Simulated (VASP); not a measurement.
Set up this calculation in VASP 6.6.1, as the native input.

- Task: relaxation of cell and atoms
- Functional: LDA
- Potentials or basis: VASP PAW LDA potentials, release 64 (Si)
- Cutoff: 600 eV
- k mesh: 8 × 8 × 8
- Occupations: gaussian, width 0.02 eV
- Spin: no spin polarisation
- Dipole correction: no
- Further INCAR settings: ALGO = Normal; EDIFF = 1e-07; IBRION = 2; EDIFFG = -0.002; NSW = 100; ISIF = 3

The structure of Si lies in POSCAR:

```
Si
1.0
    0.0000000000      2.7218511900      2.7218511900
    2.7218511900      0.0000000000      2.7218511900
    2.7218511900      2.7218511900      0.0000000000
Si
2
Direct
    0.0000000000      0.0000000000      0.0000000000
    0.2500000000      0.2500000000      0.2500000000
```

The input as run:

INCAR

```
ALGO = Normal
EDIFF = 1E-7
EDIFFG = -0.002
ENCUT = 600
GGA = CA
IBRION = 2
ISIF = 3
ISMEAR = 0
LASPH = T
LCHARG = F
LREAL = F
LWAVE = F
NELM = 100
NSW = 100
PREC = Accurate
SIGMA = 0.02
```

KPOINTS

```
k-points
0
Gamma
  8 8 8
```

Potentials or basis: VASP PAW LDA potentials, release 64 (Si).

The run is started by

```bash
$ cat potpaw_LDA.64/Si/POTCAR > POTCAR
$ mpirun -np 1 vasp_std > vasp.out
```

Results of the run:

The relaxed volume is 19.72 Å³/atom, the relaxed cell is a = 3.821 Å, b = 3.821 Å, c = 3.821 Å, α = 60.00°, β = 60.00°, γ = 60.00° and the space group after relaxing (to 0.05 Å) is Fd-3m (No. 227). The energy gained by relaxing is 3.0 meV/atom, the ionic steps are 3 and the pressure after relaxing is 0.0 GPa. The band gap on the k mesh is 0.49 eV, indirect (least direct gap 2.53 eV).

It took 9.8 s on 1 thread of Intel(R) Xeon(R) Platinum 8559C (Emerald Rapids), with other jobs on the host, peak memory 0.15 GiB.
